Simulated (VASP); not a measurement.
AlIn7As8:

```
Al In As
1.0
    -5.98910    0.00000    5.98910
    -5.98910   -5.98910    0.00000
     0.00000   -5.98910    5.98910
Al In As
1 7 8
Direct
  0.00000 0.50000 0.00000
  0.00000 0.00000 0.00000
  0.00000 0.50000 0.50000
  0.00000 0.00000 0.50000
  0.50000 0.50000 0.00000
  0.50000 0.00000 0.00000
  0.50000 0.50000 0.50000
  0.50000 0.00000 0.50000
  0.12500 0.12500 0.12500
  0.12500 0.62500 0.12500
  0.12500 0.12500 0.62500
  0.12500 0.62500 0.62500
  0.62500 0.12500 0.12500
  0.62500 0.62500 0.12500
  0.62500 0.12500 0.62500
  0.62500 0.62500 0.62500
```

The cell was built by a generator and needn't be a form met in nature.

| Item | Value |
| --- | --- |
| Program | VASP 6.6.1 |
| Task | relaxation of cell and atoms |
| Functional | PBEsol |
| Potentials or basis | VASP PAW PBE potentials, release 64 (Al, In_d, As) |
| Cutoff | 600 eV |
| k mesh | 6 × 6 × 6 |
| Occupations | gaussian, width 0.03 eV |
| Spin | no spin polarisation |

At the start: pressure 1.7 GPa; volume 26.85 Å³/atom.

Problem. How do energy, volume and symmetry change on relaxing?

Solution. Over 10 steps the energy falls by 17.2 meV/atom and the volume is 27.52 Å³/atom (+2.5 %); space group F-43m (No. 216, to 0.05 Å).

Step by step:
```tsv
step	energy change (eV)	largest force (eV/Å)	pressure (GPa)	volume (Å³)
1	0.0000	1.0232	1.74	429.65
2	-0.1934	0.5002	-0.89	448.06
3	-0.1934	0.5090	-0.85	447.74
4	-0.2630	0.1876	-0.31	442.97
5	-0.2732	0.0847	0.00	440.35
6	-0.2732	0.0846	-0.01	440.50
7	-0.2749	0.0381	-0.02	440.33
8	-0.2752	0.0223	0.00	440.13
9	-0.2753	0.0183	0.01	440.18
10	-0.2753	0.0069	-0.01	440.37
```

Final structure:
```
CELL_PARAMETERS angstrom
-6.03852 0.00000 6.03852
-6.03852 -6.03852 0.00000
0.00000 -6.03852 6.03852
ATOMIC_POSITIONS crystal
Al 0.00000 0.50000 0.00000
In 0.00067 0.99933 0.00067
In 0.00067 0.50067 0.49933
In 0.00067 0.99933 0.49933
In 0.49933 0.50067 0.00067
In 0.49933 0.99933 0.00067
In 0.49933 0.50067 0.49933
In 0.50000 0.00000 0.50000
As 0.11995 0.14016 0.11995
As 0.11995 0.61995 0.11995
As 0.12507 0.12498 0.62498
As 0.11995 0.61995 0.64016
As 0.62498 0.12498 0.12507
As 0.64016 0.61995 0.11995
As 0.62498 0.12498 0.62498
As 0.62498 0.62507 0.62498
```

Caveat: the PAW data sets were made with another functional, which shifts forces and pressure a little.
